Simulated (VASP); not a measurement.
Method: PW91 GGA, VASP's PBE PAW potentials (set 64) (plane waves; VASP).

VASP input:

### INCAR
```
! general
SYSTEM=MgB2
PREC  =Accurate
ENCUT =520   ! plane-wave cut-off (eV)
LREAL =.False.   ! projection in real space or not
LASPH =.True.   ! aspherical one-centre terms

! electronic loop
EDIFF =1E-7   ! SCF stop (eV)
NELM  =100
ALGO  =Normal

! smearing
ISMEAR=1   ! Methfessel-Paxton
SIGMA =0.1   ! width (eV)

! functional
GGA   =91   ! PW91

! ions
IBRION=2   ! conjugate gradients
NSW   =30   ! most ionic steps
ISIF  =4
EDIFFG=-0.01

! output
LWAVE =.False.
LCHARG=.False.
```

**POSCAR**
```
MgB2
1
    1.5408594560    -2.6688463715     0.0000000000
    1.5408594560     2.6688463715     0.0000000000
    0.0000000000     0.0000000000     3.5047319540
Mg B
1 2
Direct
  1.0000000000   1.0000000000   0.0000000000
  0.3333330000   0.6666670000   0.5000000000
  0.6666670000   0.3333330000   0.5000000000
```

KPOINTS:
```
Regular mesh
0
Gamma
  11 11 9
0 0 0
```

POTCAR, in this order: Mg B (PBE.64 set). Program: vasp_std.

What VASP printed:

### OSZICAR
```
       N       E                     dE             d eps       ncg     rms          rms(c)
DAV:   1     0.567897313382E+01    0.56790E+01   -0.39968E+03  1352   0.845E+02
DAV:   2    -0.167553945985E+02   -0.22434E+02   -0.21735E+02  1912   0.111E+02
DAV:   3    -0.170109142083E+02   -0.25552E+00   -0.25225E+00  1560   0.144E+01
DAV:   4    -0.170113406729E+02   -0.42646E-03   -0.42646E-03  2128   0.541E-01
DAV:   5    -0.170113409155E+02   -0.24263E-06   -0.24260E-06  1544   0.806E-03    0.526E+00
DAV:   6    -0.155735905437E+02    0.14378E+01   -0.23936E+00  1408   0.851E+00    0.254E+00
DAV:   7    -0.153244240376E+02    0.24917E+00   -0.13231E+00  1584   0.620E+00    0.783E-01
DAV:   8    -0.153244874663E+02   -0.63429E-04   -0.15904E-01  1400   0.246E+00    0.479E-01
DAV:   9    -0.153138859511E+02    0.10602E-01   -0.37368E-02  1360   0.107E+00    0.528E-02
DAV:  10    -0.153139467444E+02   -0.60793E-04   -0.69180E-04  1912   0.213E-01    0.301E-02
DAV:  11    -0.153139294403E+02    0.17304E-04   -0.19387E-04  1376   0.791E-02    0.863E-03
DAV:  12    -0.153139242309E+02    0.52094E-05   -0.20931E-05  1464   0.269E-02    0.826E-04
DAV:  13    -0.153139242488E+02   -0.17918E-07   -0.27389E-07  1912   0.444E-03
   1 F= -.15313924E+02 E0= -.15313763E+02  d E =-.153139E+02
       N       E                     dE             d eps       ncg     rms          rms(c)
DAV:   1    -0.153193673080E+02   -0.54431E-02   -0.83502E-02  1784   0.225E+00    0.182E-01
DAV:   2    -0.153174419858E+02    0.19253E-02   -0.42351E-03  1752   0.411E-01    0.736E-02
DAV:   3    -0.153171358471E+02    0.30614E-03   -0.11690E-03  1584   0.188E-01    0.183E-02
DAV:   4    -0.153171268125E+02    0.90345E-05   -0.35477E-05  1696   0.497E-02    0.153E-03
DAV:   5    -0.153171267543E+02    0.58214E-07   -0.43455E-07  1752   0.554E-03
   2 F= -.15317127E+02 E0= -.15317184E+02  d E =-.320251E-02
       N       E                     dE             d eps       ncg     rms          rms(c)
DAV:   1    -0.153172030130E+02   -0.76200E-04   -0.12744E-03  1776   0.278E-01    0.222E-02
DAV:   2    -0.153171755512E+02    0.27462E-04   -0.60352E-05  1768   0.495E-02    0.974E-03
DAV:   3    -0.153171707214E+02    0.48298E-05   -0.20296E-05  1568   0.245E-02    0.234E-03
DAV:   4    -0.153171706647E+02    0.56694E-07   -0.75808E-07  1552   0.682E-03
   3 F= -.15317171E+02 E0= -.15317243E+02  d E =-.324642E-02
```

OUTCAR:
```
------------------------ aborting loop because EDIFF is reached ----------------------------------------
  FORCE on cell =-STRESS in cart. coord.  units (eV):
  Direction    XX          YY          ZZ          XY          YZ          ZX
  --------------------------------------------------------------------------------------
  Total        0.0137245      0.0137245      0.0163357      0.0000000     -0.0000000      0.0000000
  in kB        0.7628451      0.7628448      0.9079817      0.0000000     -0.0000000      0.0000000
  external PRESSURE =       0.8112239 kB  Pullay stress =       0.0000000 kB
  volume of cell :       28.83
      direct lattice vectors                 reciprocal lattice vectors
     1.534260777 -2.657417131  0.000000000     0.325889841 -0.188152622 -0.000000000
     1.534260777  2.657417131  0.000000000     0.325889841  0.188152622  0.000000000
     0.000000000 -0.000000000  3.534943675    -0.000000000  0.000000000  0.282889939
 POSITION                                       TOTAL-FORCE (eV/Angst)
 -----------------------------------------------------------------------------------
      0.00000     -0.00000      3.53494        -0.000000     -0.000000     -0.000000
      1.53426      0.88581      1.76747        -0.000000      0.000000      0.000000
      1.53426     -0.88581      1.76747         0.000000     -0.000000     -0.000000
 -----------------------------------------------------------------------------------
    total drift:                                0.000000     -0.000000      0.000000
  FREE ENERGIE OF THE ION-ELECTRON SYSTEM (eV)
  ---------------------------------------------------
  free  energy   TOTEN  =       -15.3171706647 eV

  energy  without entropy=      -15.3173868128  energy(sigma->0) =      -15.31724271

 reached required accuracy - stopping structural energy minimisation
```
(Selected blocks of OUTCAR.)

File CONTCAR:
```
MgB2
   1.00000000000000
     1.5342607765587291   -2.6574171312636055    0.0000000000000000
     1.5342607765587291    2.6574171312636055    0.0000000000000000
     0.0000000000000000   -0.0000000000000000    3.5349436750529386
  Mg              B
     1     2
Direct
     0.0000000000000000    0.0000000000000000    1.0000000000000000
     0.3333330000000032    0.6666669999999968    0.5000000000000000
     0.6666669999999968    0.3333330000000032    0.5000000000000000
```

The compound is MgB2 in the AlB2 type structure. This run relaxes it. Symmetry was kept, so distortions that lower it aren't found.
